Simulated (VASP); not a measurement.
Elastic constants (GPa) of a crystal from PBE GGA, VASP's PBE PAW potentials (set 64) (VASP):

```csv
,xx,yy,zz,yz,xz,xy
xx,670.0,259.6,170.4,0.0,0.0,0.0
yy,259.6,670.0,170.4,0.0,0.0,0.0
zz,170.4,170.4,931.2,0.0,0.0,0.0
yz,0.0,0.0,0.0,299.8,0.0,0.0
xz,0.0,0.0,0.0,0.0,299.8,0.0
xy,0.0,0.0,0.0,0.0,0.0,205.2
```

Tensors are in the Cartesian frame of the cell as typed. Finite-difference elastic constants of metals are sensitive to mesh and smearing; shear constants can be off by tens of GPa.

### Question
Work out the Voigt, Reuss and Hill moduli, Young's modulus and Poisson's ratio.

### Answer
All eigenvalues are positive (smallest 205.2 GPa), so the crystal is stable. K_V = (C11+C22+C33+2(C12+C13+C23))/9 = (2271.2 + 2×600.4)/9 = 385.8 GPa; G_V = (2271.2 − 600.4 + 3×804.8)/15 = 272.3 GPa. From the compliances, K_R = 382.7 GPa and G_R = 259.3 GPa. Hill: K = 384.2 GPa, G = 265.8 GPa, E = 9KG/(3K+G) = 648.0 GPa, ν = (3K−2G)/(2(3K+G)) = 0.219. K/G = 1.45, below Pugh's 1.75; universal anisotropy A^U = 0.26.

### Question
With a density of 15.41 g/cm³, what are the mean sound speeds?

### Answer
v_l = √((K+4G/3)/ρ) = 6.92 km/s and v_t = √(G/ρ) = 4.15 km/s. The crystal is WC (wc), hexagonal.

The compound is WC in the wc structure. It was relaxed first.
